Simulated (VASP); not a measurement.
Method: PBE GGA, VASP's PBE PAW potentials (set 64) (plane waves; VASP).

Input for VASP

File POSCAR:
```
BN
1.0
  1.2775625614  -2.2128034879   0.0000000000
  1.2775625614   2.2128034879   0.0000000000
  0.0000000000   0.0000000000   4.2254280639
B N
2 2
direct
  0.6666670000   0.3333330000   0.5002373476
  0.3333330000   0.6666670000   0.0002373476
  0.6666670000   0.3333330000   0.8747626524
  0.3333330000   0.6666670000   0.3747626524
```

### KPOINTS
```
k-points along high-symmetry lines
10
Line-mode
Reciprocal
  0.000000   0.000000   0.000000 ! GAMMA
 -0.000000   0.500000   0.000000 ! M

 -0.000000   0.500000   0.000000 ! M
 -0.333333   0.666667   0.000000 ! K

 -0.333333   0.666667   0.000000 ! K
  0.000000   0.000000   0.000000 ! GAMMA

  0.000000   0.000000   0.000000 ! GAMMA
  0.000000   0.000000   0.500000 ! A

  0.000000   0.000000   0.500000 ! A
 -0.000000   0.500000   0.500000 ! L

 -0.000000   0.500000   0.500000 ! L
 -0.333333   0.666667   0.500000 ! H

 -0.333333   0.666667   0.500000 ! H
  0.000000   0.000000   0.500000 ! A

 -0.000000   0.500000   0.500000 ! L
 -0.000000   0.500000   0.000000 ! M

 -0.333333   0.666667   0.500000 ! H
 -0.333333   0.666667   0.000000 ! K
```

### INCAR
```
SYSTEM=BN
PREC=Accurate; ENCUT=520; LREAL=.FALSE.
LASPH=.TRUE.; ICHARG=11
EDIFF=1E-7; NELM=100; ALGO=Normal
ISMEAR=0; SIGMA=0.05
GGA=PE
LWAVE=.FALSE.; LCHARG=.FALSE.; LORBIT=11
```

POTCAR, in this order: B N (PBE.64 set). Program: vasp_std. Read from the step before: CHGCAR.

Output

### OSZICAR
```
       N       E                     dE             d eps       ncg     rms          rms(c)
DAV:   1     0.497475139895E+02    0.49748E+02   -0.86012E+03  2160   0.129E+03
DAV:   2    -0.305505843889E+02   -0.80298E+02   -0.74095E+02  3056   0.261E+02
DAV:   3    -0.331768172523E+02   -0.26262E+01   -0.26105E+01  2852   0.456E+01
DAV:   4    -0.331935852600E+02   -0.16768E-01   -0.16753E-01  2640   0.369E+00
DAV:   5    -0.331938097631E+02   -0.22450E-03   -0.22445E-03  2716   0.378E-01
DAV:   6    -0.331938156646E+02   -0.59015E-05   -0.59010E-05  2696   0.451E-02
DAV:   7    -0.331938158492E+02   -0.18460E-06   -0.18459E-06  2560   0.668E-03
DAV:   8    -0.331938158578E+02   -0.85813E-08   -0.85810E-08  2068   0.106E-03
   1 F= -.33193816E+02 E0= -.33193816E+02  d E =-.208148E-15
```

File OUTCAR:
```
 val. band max:        7.4224913746   @ k =  -0.0000   0.0000   0.0000

 cond. band min:      12.6280575117   @ k =  -0.3333   0.6667   0.0000



 k-point     1 :       0.0000    0.0000    0.0000
  band No.  band energies     occupation
      1     -12.8574      2.00000
      2      -8.7531      2.00000
      3      -3.3932      2.00000
      4       5.3198      2.00000
      5       5.3199      2.00000
      6       7.1549      2.00000
      7       7.4224      2.00000
      8       7.4225      2.00000
      9      15.7495      0.00000
     10      15.7496      0.00000
     11      15.9733      0.00000
     12      16.8182      0.00000

 k-point     2 :       0.0000    0.0556    0.0000
  band No.  band energies     occupation
      1     -12.7907      2.00000
      2      -8.7019      2.00000
      3      -3.3269      2.00000
      4       5.0029      2.00000
      5       5.1909      2.00000
      6       7.0843      2.00000
      7       7.1654      2.00000
      8       7.3525      2.00000
      9      15.6125      0.00000
     10      15.8868      0.00000
     11      16.1173      0.00000
     12      17.0397      0.00000

 k-point     3 :       0.0000    0.1111    0.0000
  band No.  band energies     occupation
      1     -12.5916      2.00000
      2      -8.5512      2.00000
      3      -3.1296      2.00000
      4       4.1530      2.00000
      5       4.8480      2.00000
      6       6.4485      2.00000
      7       6.8930      2.00000
      8       7.1484      2.00000
      9      15.3694      0.00000
     10      16.2594      0.00000
     11      16.3519      0.00000
     12      17.6406      0.00000

 k-point     4 :       0.0000    0.1667    0.0000
  band No.  band energies     occupation
      1     -12.2629      2.00000
      2      -8.3107      2.00000
      3      -2.8044      2.00000
      4       2.9802      2.00000
      5       4.3849      2.00000
      6       5.4431      2.00000
      7       6.5638      2.00000
...
```

The density is held fixed in this step, so its total energy and stress have no physical meaning.

The compound is BN in the wurtzite structure, a metastable high-pressure form. It was relaxed first.
